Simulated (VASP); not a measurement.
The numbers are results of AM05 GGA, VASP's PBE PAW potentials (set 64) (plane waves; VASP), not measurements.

Input for VASP

**KPOINTS**
```
Automatic mesh
0
Gamma
5 5 7
0 0 0
```

### INCAR
```
! general
SYSTEM   =  MnF2
PREC     =  Accurate
ENCUT    =  520
LREAL    =  .FALSE.
LASPH    =  .TRUE.

! electronic loop
EDIFF    =  1E-7
NELM     =  100
ALGO     =  Normal
LMAXMIX  =  4

! smearing
ISMEAR   =  0
SIGMA    =  0.05

! functional
GGA      =  AM

! spin
ISPIN    =  2
MAGMOM   =  4.5 -4.5 -0.0 0.0 0.0 -0.0

! ions
IBRION   =  2
NSW      =  30
ISIF     =  4
EDIFFG   =  -0.01

! output
LWAVE    =  .FALSE.
LCHARG   =  .FALSE.
LORBIT   =  10
```

### POSCAR
```
MnF2
1.0
  4.9242661644   0.0000000000   0.0000000000
  0.0000000000   4.9242661644   0.0000000000
  0.0000000000   0.0000000000   3.3144329589
Mn F
2 4
direct
  0.0000000000   0.0000000000   0.0000000000
  0.5000000000   0.5000000000   0.5000000000
  0.3034833946   0.3034833946   0.0000000000
  0.8034833946   0.1965166054   0.5000000000
  0.1965166054   0.8034833946   0.5000000000
  0.6965166054   0.6965166054   0.0000000000
```

POTCAR, in this order: Mn_pv F (PBE.64 set). Program: vasp_std.

Output

File OSZICAR:
```
       N       E                     dE             d eps       ncg     rms          rms(c)
DAV:   1     0.697117666368E+03    0.69712E+03   -0.31411E+04  3192   0.190E+03
DAV:   2     0.294788915541E+02   -0.66764E+03   -0.64495E+03  3424   0.540E+02
DAV:   3    -0.409623286216E+02   -0.70441E+02   -0.69784E+02  3464   0.182E+02
DAV:   4    -0.429005022479E+02   -0.19382E+01   -0.19143E+01  3664   0.299E+01
DAV:   5    -0.429325748594E+02   -0.32073E-01   -0.32067E-01  3264   0.437E+00    0.194E+01
DAV:   6    -0.395429068804E+02    0.33897E+01   -0.23603E+01  3704   0.362E+01    0.147E+01
DAV:   7    -0.396540525127E+02   -0.11115E+00   -0.17091E+00  3272   0.982E+00    0.100E+01
DAV:   8    -0.395188680102E+02    0.13518E+00   -0.46619E-01  3304   0.603E+00    0.332E+00
DAV:   9    -0.396628662666E+02   -0.14400E+00   -0.10839E-01  3880   0.359E+00    0.882E-01
DAV:  10    -0.396682247159E+02   -0.53584E-02   -0.19785E-02  3136   0.911E-01    0.175E-01
DAV:  11    -0.396685991584E+02   -0.37444E-03   -0.84458E-04  3624   0.244E-01    0.711E-02
DAV:  12    -0.396688557700E+02   -0.25661E-03   -0.11593E-04  3376   0.800E-02    0.463E-02
DAV:  13    -0.396689360903E+02   -0.80320E-04   -0.78521E-05  3448   0.532E-02    0.205E-02
DAV:  14    -0.396689518488E+02   -0.15758E-04   -0.25355E-05  3488   0.343E-02    0.642E-03
DAV:  15    -0.396689520792E+02   -0.23033E-06   -0.11043E-06  3240   0.780E-03    0.262E-03
DAV:  16    -0.396689525219E+02   -0.44277E-06   -0.43580E-07  2936   0.410E-03    0.113E-03
DAV:  17    -0.396689524518E+02    0.70121E-07   -0.22958E-08  1840   0.127E-03
   1 F= -.39668952E+02 E0= -.39668952E+02  d E =-.396690E+02  mag=     0.0000
       N       E                     dE             d eps       ncg     rms          rms(c)
DAV:   1    -0.396705541114E+02   -0.16016E-02   -0.14934E-01  3072   0.295E+00    0.295E-01
DAV:   2    -0.396699038330E+02    0.65028E-03   -0.37119E-03  3592   0.483E-01    0.177E-01
DAV:   3    -0.396695461943E+02    0.35764E-03   -0.35095E-04  3928   0.155E-01    0.971E-02
DAV:   4    -0.396694946423E+02    0.51552E-04   -0.12043E-04  3624   0.790E-02    0.278E-02
DAV:   5    -0.396694957484E+02   -0.11061E-05   -0.91047E-06  3144   0.206E-02    0.166E-02
DAV:   6    -0.396694960590E+02   -0.31063E-06   -0.10060E-06  3952   0.767E-03    0.705E-03
DAV:   7    -0.396694962131E+02   -0.15405E-06   -0.18701E-07  2552   0.333E-03    0.127E-03
DAV:   8    -0.396694962378E+02   -0.24661E-07   -0.26971E-08  1640   0.129E-03
   2 F= -.39669496E+02 E0= -.39669496E+02  d E =-.543786E-03  mag=     0.0000
       N       E                     dE             d eps       ncg     rms          rms(c)
DAV:   1    -0.396750359143E+02   -0.55397E-02   -0.71378E-01  3072   0.645E+00    0.645E-01
DAV:   2    -0.396719242364E+02    0.31117E-02   -0.17720E-02  3568   0.106E+00    0.387E-01
DAV:   3    -0.396702192793E+02    0.17050E-02   -0.16702E-03  3952   0.338E-01    0.213E-01
DAV:   4    -0.396699684330E+02    0.25085E-03   -0.57749E-04  3616   0.173E-01    0.606E-02
DAV:   5    -0.396699737562E+02   -0.53232E-05   -0.44103E-05  3144   0.453E-02    0.362E-02
DAV:   6    -0.396699751924E+02   -0.14362E-05   -0.48311E-06  3928   0.166E-02    0.154E-02
DAV:   7    -0.396699759396E+02   -0.74720E-06   -0.94523E-07  3616   0.726E-03    0.282E-03
DAV:   8    -0.396699760397E+02   -0.10010E-06   -0.77798E-08  2056   0.216E-03    0.105E-03
DAV:   9    -0.396699760696E+02   -0.29849E-07   -0.28102E-08  1776   0.135E-03
   3 F= -.39669976E+02 E0= -.39669976E+02  d E =-.102362E-02  mag=     0.0000
```

File OUTCAR:
```
------------------------ aborting loop because EDIFF is reached ----------------------------------------
  FORCE on cell =-STRESS in cart. coord.  units (eV):
  Direction    XX          YY          ZZ          XY          YZ          ZX
  --------------------------------------------------------------------------------------
  Total       -1.1376205     -1.1376205     -1.1385229      0.0000000      0.0000000      0.0000000
  in kB      -22.6785733    -22.6785733    -22.6965611      0.0000000      0.0000000      0.0000000
  external PRESSURE =     -22.6845692 kB  Pullay stress =       0.0000000 kB
  volume of cell :       80.37
      direct lattice vectors                 reciprocal lattice vectors
     4.936746102  0.000000000  0.000000000     0.202562574 -0.000000000  0.000000000
     0.000000000  4.936746102  0.000000000     0.000000000  0.202562574  0.000000000
     0.000000000  0.000000000  3.297696578     0.000000000  0.000000000  0.303241968
 POSITION                                       TOTAL-FORCE (eV/Angst)
 -----------------------------------------------------------------------------------
      4.93675      0.00000      0.00000        -0.000000      0.000000      0.000000
      2.46837      2.46837      1.64885        -0.000000      0.000000      0.000000
      1.50150      1.50150      0.00000        -0.000537     -0.000537     -0.000000
      3.96987      0.96688      1.64885        -0.000537      0.000537      0.000000
      0.96688      3.96987      1.64885         0.000537     -0.000537     -0.000000
      3.43525      3.43525      0.00000         0.000537      0.000537      0.000000
 -----------------------------------------------------------------------------------
    total drift:                                0.000000     -0.000000     -0.000000
  FREE ENERGIE OF THE ION-ELECTRON SYSTEM (eV)
  ---------------------------------------------------
  free  energy   TOTEN  =       -39.6699760696 eV

  energy  without entropy=      -39.6699760696  energy(sigma->0) =      -39.66997607

 total charge

# of ion       s       p       d       tot
------------------------------------------
    1        0.161   6.143   4.954  11.258
    2        0.161   6.143   4.954  11.258
    3        1.734   4.351   0.000   6.085
    4        1.734   4.351   0.000   6.085
    5        1.734   4.351   0.000   6.085
    6        1.734   4.351   0.000   6.085
--------------------------------------------------
tot          7.257  29.690   9.908  46.856

 magnetization (x)

# of ion       s       p       d       tot
------------------------------------------
    1        0.016   0.016   4.505   4.536
    2       -0.016  -0.016  -4.505  -4.536
    3       -0.002  -0.024   0.000  -0.026
    4        0.002   0.024   0.000   0.026
    5        0.002   0.024   0.000   0.026
    6       -0.002  -0.024   0.000  -0.026
--------------------------------------------------
tot         -0.000   0.000   0.000   0.000

 reached required accuracy - stopping structural energy minimisation
```
(Selected blocks of OUTCAR.)

**CONTCAR**
```
MnF2
   1.00000000000000
     4.9367461018582892    0.0000000000000000    0.0000000000000000
     0.0000000000000000    4.9367461018582892    0.0000000000000000
     0.0000000000000000    0.0000000000000000    3.2976965775463944
  Mn              F
     2     4
Direct
     1.0000000000000000    0.0000000000000000    0.0000000000000000
     0.5000000000000000    0.5000000000000000    0.5000000000000000
     0.3041468537923687    0.3041468537923687    0.0000000000000000
     0.8041468537923687    0.1958531462076313    0.5000000000000000
     0.1958531462076313    0.8041468537923687    0.5000000000000000
     0.6958531462076313    0.6958531462076313    0.0000000000000000
```

The compound is MnF2 in the rutile structure. This cell is one point of a volume scan, at 1.03 of the reference volume. Symmetry was kept, so distortions that lower it aren't found.
